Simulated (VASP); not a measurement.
Level of theory: LDA (Ceperley-Alder, Perdew-Zunger), VASP's LDA PAW potentials (set 64) (plane waves; VASP 6.6.1).

VASP ran on this input.

**KPOINTS**
```
Automatic mesh
0
Gamma
6 6 3
0 0 0
```

### INCAR
```
SYSTEM = CdSe
PREC = Accurate
ENCUT = 400
EDIFF = 1E-6
NELM = 100
ALGO = Normal
LREAL = .FALSE.
LASPH = .TRUE.
ISMEAR = 0
SIGMA = 0.05
LMAXMIX = 4
LWAVE = .FALSE.
LCHARG = .FALSE.
IBRION = 2
ISIF = 3
NSW = 60
EDIFFG = -0.02
```

File POSCAR:
```
CdSe
1.0
  4.2596414575   0.0000000000   0.0000000000
 -2.1298207287   3.6889573868   0.0000000000
  0.0000000000   0.0000000000   6.9369484565
Cd Se
2 2
Cart
  2.1298228586   1.2296512326   3.4686477116
 -0.0000021298   2.4593061542   0.0001734834
  2.1298228586   1.2296512326   6.0756221917
 -0.0000021298   2.4593061542   2.6071479635
```

POTCAR, in this order: Cd Se (LDA.64 set). Program: vasp_std.

Output

File OUTCAR:
```
 ion  position               nearest neighbor table
   1  0.667  0.333  0.500-   4 2.61   4 2.61   4 2.61   3 2.61
   2  0.333  0.667  0.000-   3 2.61   3 2.61   3 2.61   4 2.61
   3  0.667  0.333  0.876-   2 2.61   2 2.61   2 2.61   1 2.61
   4  0.333  0.667  0.376-   1 2.61   1 2.61   1 2.61   2 2.61
  LATTYP: Found a hexagonal cell.
 ALAT       =     4.2596414575
 C/A-ratio  =     1.6285287214
 Subroutine PRICEL returns:
 Original cell was already a primitive cell.
 Subroutine GETGRP returns: Found 12 space group operations
The static configuration has the point symmetry C_3v.
 The point group associated with its full space group is C_6v.
The dynamic configuration has the point symmetry C_3v.
 Subroutine INISYM returns: Found 12 space group operations
 Subroutine IBZKPT returns following result:
 Found     14 irreducible k-points:

 Following reciprocal coordinates:
            Coordinates               Weight
  0.000000  0.000000  0.000000      1.000000
  0.166667 -0.000000  0.000000      6.000000
  0.333333 -0.000000  0.000000      6.000000
  0.500000  0.000000  0.000000      3.000000
  0.166667  0.166667  0.000000      6.000000
...
```

File OSZICAR:
```
       N       E                     dE             d eps       ncg     rms          rms(c)
DAV:   1     0.214749190079E+03    0.21475E+03   -0.15263E+04   616   0.121E+03
DAV:   2    -0.244499281532E+01   -0.21719E+03   -0.21314E+03   694   0.329E+02
DAV:   3    -0.141469959314E+02   -0.11702E+02   -0.11670E+02   706   0.765E+01
DAV:   4    -0.142538823608E+02   -0.10689E+00   -0.10683E+00   706   0.698E+00
DAV:   5    -0.142547458879E+02   -0.86353E-03   -0.86349E-03   724   0.580E-01    0.991E+00
DAV:   6    -0.135627409567E+02    0.69200E+00   -0.15834E+00   786   0.135E+01    0.749E+00
DAV:   7    -0.135164834341E+02    0.46258E-01   -0.58601E-01   682   0.439E+00    0.249E+00
DAV:   8    -0.135068424255E+02    0.96410E-02   -0.85556E-02   682   0.325E+00    0.400E-01
DAV:   9    -0.135062014894E+02    0.64094E-03   -0.10352E-02   718   0.135E+00    0.128E-01
DAV:  10    -0.135060655447E+02    0.13594E-03   -0.78205E-04   766   0.370E-01    0.472E-02
DAV:  11    -0.135060798535E+02   -0.14309E-04   -0.77493E-05   676   0.677E-02    0.129E-02
DAV:  12    -0.135060786049E+02    0.12486E-05   -0.20763E-05   730   0.552E-02    0.776E-03
DAV:  13    -0.135060783876E+02    0.21729E-06   -0.27460E-06   524   0.212E-02
   1 F= -.13506078E+02 E0= -.13506078E+02  d E =-.135061E+02
       N       E                     dE             d eps       ncg     rms          rms(c)
DAV:   1    -0.135148323050E+02   -0.87537E-02   -0.20685E-01   640   0.483E+00    0.671E-01
DAV:   2    -0.135073053422E+02    0.75270E-02   -0.22281E-02   688   0.195E+00    0.233E-01
DAV:   3    -0.135065044040E+02    0.80094E-03   -0.21668E-03   670   0.393E-01    0.201E-01
DAV:   4    -0.135063411335E+02    0.16327E-03   -0.25798E-04   676   0.125E-01    0.275E-02
DAV:   5    -0.135063265632E+02    0.14570E-04   -0.85526E-05   718   0.116E-01    0.165E-02
DAV:   6    -0.135063266115E+02   -0.48266E-07   -0.98748E-06   682   0.307E-02
   2 F= -.13506327E+02 E0= -.13506327E+02  d E =-.248224E-03
```

### OUTCAR
```
------------------------ aborting loop because EDIFF is reached ----------------------------------------
  FORCE on cell =-STRESS in cart. coord.  units (eV):
  Direction    XX          YY          ZZ          XY          YZ          ZX
  --------------------------------------------------------------------------------------
  Total        0.0619151      0.0619151      0.0601181      0.0000000      0.0000000      0.0000000
  in kB        0.9144192      0.9144191      0.8878786      0.0000000      0.0000000      0.0000000
  external PRESSURE =       0.9055723 kB  Pullay stress =       0.0000000 kB
  volume of cell :      108.48
      direct lattice vectors                 reciprocal lattice vectors
     4.250257902 -0.000000000  0.000000000     0.235279840  0.135838891  0.000000000
    -2.125128951  3.680830991  0.000000000     0.000000000  0.271677782  0.000000000
     0.000000000 -0.000000000  6.934273172     0.000000000  0.000000000  0.144211221
  FREE ENERGIE OF THE ION-ELECTRON SYSTEM (eV)
  ---------------------------------------------------
  free  energy   TOTEN  =       -13.5063266115 eV

  energy  without entropy=      -13.5063266115  energy(sigma->0) =      -13.50632661

 reached required accuracy - stopping structural energy minimisation
```
(Selected blocks of OUTCAR.)

File CONTCAR:
```
CdSe
   1.00000000000000
     4.2502579015588928   -0.0000000000001272    0.0000000000000000
    -2.1251289507296667    3.6808309911343646    0.0000000000000000
     0.0000000000000000   -0.0000000000000000    6.9342731717975790
  Cd              Se
     2     2
Direct
     0.6666669999999968    0.3333330000000032    0.4999589379252147
     0.3333330000000032    0.6666669999999968    0.9999589379252147
     0.6666669999999968    0.3333330000000032    0.8759010620747811
     0.3333330000000032    0.6666669999999968    0.3759010620747811
```

The structure comes from a computed database's CdSe entry (P6_3mc); how it stands against other phases isn't given here. This run relaxes it. Symmetry was kept, so distortions that lower it aren't found. The start is the result of an earlier pass.
